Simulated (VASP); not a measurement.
Level of theory: PBE GGA with D3 dispersion (zero damping), VASP's PBE PAW potentials (set 64) (plane waves; VASP).

Input for VASP

### INCAR
```
SYSTEM=InSb
PREC=Accurate; ENCUT=520; LREAL=F
LASPH=T
EDIFF=1E-7; NELM=100; ALGO=Normal
LMAXMIX=4
ISMEAR=-5
GGA=PE; IVDW=11
ISIF=2
LWAVE=F; LCHARG=T; LORBIT=11
NEDOS=601
```

KPOINTS:
```
K-points
0
Gamma
  11 11 11
```

**POSCAR**
```
InSb
4.6488810
  0.0000000000   0.7071067547   0.7071067547
  0.7071067547   0.0000000000   0.7071067547
  0.7071067547   0.7071067547   0.0000000000
In Sb
1 1
Direct
  0.0000000000   1.0000000000   0.0000000000
  0.2500000000   0.2500000000   0.2500000000
```

POTCAR, in this order: In_d Sb (PBE.64 set). Program: vasp_std.

Unless said otherwise, spin-orbit coupling is left out, though it shifts the bands of the heavy elements here.

Estimate the energy per atom (σ→0), dispersion energy, band gap (on the k-mesh).

```
Item                                                         Value
------------------------  ----------------------------------------
energy per atom (σ→0)                               -3.696 eV/atom
dispersion energy                                        -0.445 eV
band gap (on the k-mesh)  none (metal, semimetal or under 0.01 eV)
```

OSZICAR:
```
...
DAV:   9    -0.694606599226E+01   -0.61195E-03   -0.87954E-04  1674   0.298E-01    0.750E-02
DAV:  10    -0.694614843507E+01   -0.82443E-04   -0.66279E-05  1829   0.619E-02    0.306E-02
DAV:  11    -0.694619267416E+01   -0.44239E-04   -0.78237E-05  1546   0.638E-02    0.183E-02
DAV:  12    -0.694619340598E+01   -0.73182E-06   -0.10591E-06  1813   0.804E-03    0.584E-03
DAV:  13    -0.694619412038E+01   -0.71440E-06   -0.18142E-06  1541   0.980E-03    0.311E-03
DAV:  14    -0.694619401516E+01    0.10521E-06   -0.38504E-08  1373   0.164E-03    0.987E-04
DAV:  15    -0.694619405148E+01   -0.36311E-07   -0.17286E-08   863   0.149E-03
   1 F= -.73913815E+01 E0= -.73913815E+01  d E =0.000000E+00
```

The compound is InSb in the zinc blende structure. It was relaxed first.
